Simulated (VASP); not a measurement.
An input for Quantum ESPRESSO's pw.x (written as the equivalent of a VASP run, and not itself run):

```
&CONTROL
  calculation = 'scf'
  pseudo_dir = './pseudo'
  outdir = './out'
  tprnfor = .true.
  tstress = .true.
/
&SYSTEM
  ibrav = 0
  nat = 12
  ntyp = 3
  ecutwfc = 84
  occupations = 'smearing'
  smearing = 'fermi-dirac'
  degauss = 0.00147
  input_dft = 'revpbe'
/
&ELECTRONS
  conv_thr = 7.3e-08
  electron_maxstep = 100
/
ATOMIC_SPECIES
  V 50.941 V.upf
  Bi 208.980 Bi.upf
  O 15.999 O.upf
CELL_PARAMETERS angstrom
    -2.5451760    2.5451760    5.7601290
     2.5451760   -2.5451760    5.7601290
     2.5451760    2.5451760   -5.7601290
ATOMIC_POSITIONS crystal
  V    0.5000000  0.5000000  0.0000000
  V    0.2500000  0.7500000  0.5000000
  Bi   0.0000000  0.0000000  0.0000000
  Bi   0.7500000  0.2500000  0.5000000
  O    0.1708500  0.5619000  0.8910100
  O    0.3119000  0.9208900  0.8910500
  O    0.6708900  0.2798400  0.1089900
  O    0.0298400  0.4208500  0.1089500
  O    0.5791500  0.6881000  0.6089900
  O    0.4381000  0.3291100  0.6089500
  O    0.0791100  0.9701600  0.3910100
  O    0.7201600  0.8291500  0.3910500
K_POINTS automatic
  5 5 5 0 0 0
```

Translate this input to VASP (INCAR, KPOINTS, POSCAR, choice of POTCAR).

This is not unique; one that fits is 
### KPOINTS
```
Regular mesh
0
Gamma
  5 5 5
```

POSCAR:
```
VBiO4
1
   -2.5451760000     2.5451760000     5.7601290000
    2.5451760000    -2.5451760000     5.7601290000
    2.5451760000     2.5451760000    -5.7601290000
V Bi O
2 2 8
Direct
  0.5000000000   0.5000000000   0.0000000000
  0.2500000000   0.7500000000   0.5000000000
  0.0000000000   0.0000000000   0.0000000000
  0.7500000000   0.2500000000   0.5000000000
  0.1708500000   0.5619000000   0.8910100000
  0.3119000000   0.9208900000   0.8910500000
  0.6708900000   0.2798400000   0.1089900000
  0.0298400000   0.4208500000   0.1089500000
  0.5791500000   0.6881000000   0.6089900000
  0.4381000000   0.3291100000   0.6089500000
  0.0791100000   0.9701600000   0.3910100000
  0.7201600000   0.8291500000   0.3910500000
```

### INCAR
```
# general
SYSTEM  = VBiO4
PREC    = Accurate
ENCUT   = 400
LREAL   = F   # projection in real space or not
LASPH   = T   # aspherical one-centre terms

# electronic loop
EDIFF   = 1E-6   # SCF stop (eV)
NELM    = 100
ALGO    = Normal
LMAXMIX = 4

# smearing
ISMEAR  = -1   # Fermi-Dirac
SIGMA   = 0.02   # width (eV)

# functional
GGA     = RE   # revPBE

# ions
ISIF    = 2   # forces and stress, cell fixed

# output
LWAVE   = F
LCHARG  = F
```

POTCAR, in this order: V_sv Bi_d O (PBE.64 set). Program: vasp_std.

The two are equivalent in intent, not identical: the potentials are each code's own (VASP's PAW set, PseudoDojo norm-conserving files in pw.x), so ENCUT and ecutwfc are chosen apart and not converted; conv_thr bounds pw.x's estimated SCF error, while EDIFF bounds the energy change between steps.

The structure comes from a computed database's VBiO4 entry; how it stands against other phases isn't given here. The cell was not relaxed at this level.
